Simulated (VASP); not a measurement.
Data:

```
CELL_PARAMETERS angstrom
      0.00000     3.55980     3.55980
      3.55980     0.00000     3.55980
      3.55980     3.55980     0.00000
ATOMIC_POSITIONS crystal
  Sr 0.00000 0.00000 0.00000
  Cl 0.25000 0.25000 0.25000
  Cl 0.75000 0.75000 0.75000
```

These are PBE GGA, VASP's PBE PAW potentials (set 64) (plane waves; VASP) values and carry that method's errors. Run with 400 eV cut-off, KSPACING 0.35 per Å, Gaussian smearing of 0.050 eV, potentials Sr_sv Cl.

Q: Predict the energy per atom (σ→0).

A: 
```json
{
  "energy per atom (σ→0)": "-4.260 eV/atom"
}
```

Only differences to runs with the same potentials and settings are physical.

The compound is SrCl2 in the fluorite structure. The cell was not relaxed at this level. The run is one of a series of settings (KGAMMA = .TRUE., KSPACING = 0.35, KPOINTS file removed against the base run), some of them coarse on purpose.
